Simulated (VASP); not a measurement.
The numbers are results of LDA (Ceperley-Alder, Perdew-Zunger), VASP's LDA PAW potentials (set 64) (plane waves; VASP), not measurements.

Input for VASP

**POSCAR**
```
FePt
1.0
  2.7280000000   0.0000000000   0.0000000000
  0.0000000000   2.7280000000   0.0000000000
  0.0000000000   0.0000000000  17.6060000000
Fe Pt
2 2
Cart
 -0.1113187680  -0.0116021840   7.9149709660
 -0.0400961440  -0.1071340160  11.5606982040
  1.3806217040   1.4290300640   6.0272908580
  1.4987932080   1.4177061360   9.7091632140
```

**KPOINTS**
```
kpoints
0
Gamma
 7 7 1
```

INCAR:
```
ISMEAR = 1   ! Methfessel-Paxton
ISIF = 2
LREAL = .False.
SIGMA = 0.272   ! width (eV)
EDIFF = 1E-6   ! SCF stop (eV)
ALGO = Normal   ! blocked Davidson
ENCUT = 450   ! plane-wave cut-off (eV)
LASPH = .True.   ! aspherical one-centre terms
NELM = 100
LORBIT = 11   ! lm-projected
PREC = Accurate
LMAXMIX = 6
LCHARG = .False.
ISPIN = 2   ! spin-polarised
LWAVE = .False.
SYSTEM = FePt
```

POTCAR, in this order: Fe Pt (LDA.64 set). Program: vasp_std. The INCAR's line for the spin-polarised start is left out here.

### Question
What will the output report for the number of irreducible k-points (NKPTS), largest plane-wave count, number of space-group operations, FFT grid (NGX, NGY, NGZ)?

### Answer

| Quantity | Value |
|---|---|
| number of irreducible k-points (NKPTS) | 25 |
| largest plane-wave count | 2859 |
| number of space-group operations | 1 |
| FFT grid (NGX, NGY, NGZ) | 20 × 20 × 126 |

The cell is a sheet with vacuum, built from a database entry that may be metastable or hypothetical.
